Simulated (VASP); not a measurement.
Write the native input for VASP 6.6.1 that does the following.

* Task: single point
* Functional: PBE
* Potentials or basis: VASP PAW PBE potentials, release 64 (Cr_pv, Al, O)
* Cutoff: 520 eV
* k mesh: 5 × 5 × 5
* Occupations: fermi-dirac, width 0.0901 eV
* Spin: collinear spin, typed start
* Starting moments: [3.0, -3.0, 0.0, 0.0, 0.0, 0.0, 0.0, 0.0, 0.0, 0.0, 0.0, 0.0, 0.0, 0.0] μB
* Dipole correction: no
* Further INCAR settings: ALGO = Fast; EDIFF = 1e-07; NBANDS = 59

The structure of Al2CrO4 lies in POSCAR:

```
Al2CrO4
1.0
    0.0000000000      4.0372312000      4.0372312000
    4.0372312000      0.0000000000      4.0372312000
    4.0372312000      4.0372312000      0.0000000000
Cr Al O
2 4 8
Direct
    0.1250000000      0.1250000000      0.1250000000
    0.8750000000      0.8750000000      0.8750000000
    0.5000000000      0.5000000000      0.5000000000
    0.0000000000      0.5000000000      0.5000000000
    0.5000000000      0.5000000000      0.0000000000
    0.5000000000      0.0000000000      0.5000000000
    0.2645000000      0.2645000000      0.2645000000
    0.2935000000      0.7355000000      0.7355000000
    0.2645000000      0.2645000000      0.7065000000
    0.7355000000      0.2935000000      0.7355000000
    0.7065000000      0.2645000000      0.2645000000
    0.7355000000      0.7355000000      0.7355000000
    0.2645000000      0.7065000000      0.2645000000
    0.7355000000      0.7355000000      0.2935000000
```

The cell was built by a generator and needn't be a form met in nature.

The input as run:

INCAR

```
SYSTEM = Al2CrO4
  PREC = Accurate
  ENCUT = 520
  EDIFF = 1E-7
  ISMEAR = -1
  SIGMA = 0.0901
  LREAL = .False.
  LASPH = .True.
  NELM = 150
  ALGO = Fast
  ISIF = 2
  LWAVE = .False.
  LCHARG = .False.
  ISPIN = 2
  MAGMOM = 3 -3 0 0 0 0 0 0 0 0 0 0 0 0
  LORBIT = 11
  LMAXMIX = 4
  GGA = PE
  NBANDS = 59
```

KPOINTS

```
regular mesh
0
Gamma
  5 5 5
  0 0 0
```

Potentials or basis: VASP PAW PBE potentials, release 64 (Cr_pv, Al, O).

Run with:

```console
$ cat potpaw_PBE.64/Cr_pv/POTCAR potpaw_PBE.64/Al/POTCAR potpaw_PBE.64/O/POTCAR > POTCAR
$ mpirun -np 1 vasp_std > vasp.out
```

It gave:

```
Pressure                                              : 14.2 GPa
Largest force                                         : 0.587 eV/Å
Band gap on the k mesh                                : none (metal or under the smearing width)
Net moment                                            : 0.00 μB per cell
Site moments                                          : Cr +3.42, -3.42; Al +0.00; O +0.01, -0.01 μB
Valence electrons inside the program's atomic spheres : Cr 10.76; Al 0.72; O 5.17
```

Caveat: semilocal functionals often make such compounds metallic where correlation or magnetic order opens a gap, which also shifts bond lengths.

Run time: 2.9 min on 1 thread of AMD EPYC 9R45 96-Core Processor (Zen 5), with other jobs on the host, peak memory 0.34 GiB.
